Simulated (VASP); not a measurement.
## LiSi16 (a cell with a defect): single point with PBE

The system is LiSi16 (a cell with a defect).

```
Si Li
1.0
     0.00000    5.43000    5.43000
     5.43000    0.00000    5.43000
     5.43000    5.43000    0.00000
Si Li
16 1
Direct
  0.00619 0.00617 0.98128
  0.12179 0.12183 0.12282
  0.99955 0.00047 0.49636
  0.12966 0.13056 0.60871
  0.98573 0.50407 0.00594
  0.12179 0.63338 0.12283
  0.99954 0.50312 0.49637
  0.11768 0.62666 0.62850
  0.50404 0.98566 0.00605
  0.63337 0.12180 0.12285
  0.50224 0.00043 0.49640
  0.62574 0.11853 0.62860
  0.50402 0.50404 0.00609
  0.61810 0.61801 0.14578
  0.49414 0.49504 0.51529
  0.62574 0.62663 0.62865
  0.35747 0.35729 0.92785
```

The cell was built by a generator and needn't be a form met in nature.

| Property | Result |
| --- | --- |
| Program | VASP 6.6.1 |
| Task | single point |
| Functional | PBE |
| Potentials or basis | VASP PAW PBE potentials, release 64 (Si, Li_sv) |
| Cutoff | 520 eV |
| k mesh | 2 × 2 × 2 |
| Occupations | gaussian, width 0.02 eV |
| Spin | no spin polarisation |
| Dipole correction | no |
| Charge | 1 |
| Further INCAR settings | LREAL = Auto; ALGO = Fast; EDIFF = 1e-06; NBANDS = 48; NELECT = 66.0 |

The largest force is 0.563 eV/Å and the band gap on the k mesh is 0.56 eV, direct.

Forces in eV/Å, atoms in the order of the input:
```
Si   0.044  0.039 -0.044
Si   0.032  0.031  0.006
Si   0.025  0.026 -0.007
Si   0.042  0.046 -0.042
Si   0.017  0.044 -0.018
Si  -0.006  0.030 -0.034
Si   0.008  0.027 -0.023
Si   0.021  0.015 -0.021
Si   0.045  0.015 -0.018
Si   0.031 -0.006 -0.034
Si   0.026  0.009 -0.024
Si   0.012  0.024 -0.020
Si   0.023  0.020 -0.040
Si  -0.003 -0.006 -0.005
Si  -0.011 -0.008  0.013
Si   0.019  0.023 -0.012
Li  -0.324 -0.328  0.323
```

Levels at points of the mesh, in eV from the valence-band top:
```tsv
k point	band 31	band 32	band 33	band 34	band 35	band 36
(0.00, 0.00, 0.00)	-0.04	0.00	0.00	0.56	0.64	0.64
(0.50, 0.00, 0.00)	-0.82	-0.75	-0.73	1.16	1.36	1.44
(0.00, 0.50, 0.00)	-0.82	-0.75	-0.73	1.16	1.36	1.44
(0.00, 0.00, 0.50)	-0.81	-0.73	-0.73	1.25	1.30	1.30
(0.50, 0.50, 0.50)	-0.82	-0.75	-0.73	1.16	1.36	1.44
(0.50, 0.50, 0.00)	-1.38	-1.32	-1.27	1.05	1.12	2.17
(0.00, 0.50, 0.50)	-1.38	-1.32	-1.27	1.05	1.12	2.17
(0.50, 0.00, 0.50)	-1.38	-1.32	-1.27	1.05	1.12	2.17
```

It took 7 min on 1 thread of Intel(R) Xeon(R) Platinum 8259CL CPU @ 2.50GHz (Skylake/Cascade Lake) (shared host), peak memory 0.49 GiB.

Caveat: the k mesh is coarse (spacing up to 0.50 Å⁻¹), so the values aren't converged; the cell carries a net charge on a neutralising background, which shifts energy and pressure; the cell is charged against a uniform background, so pressure and absolute levels hang on convention.
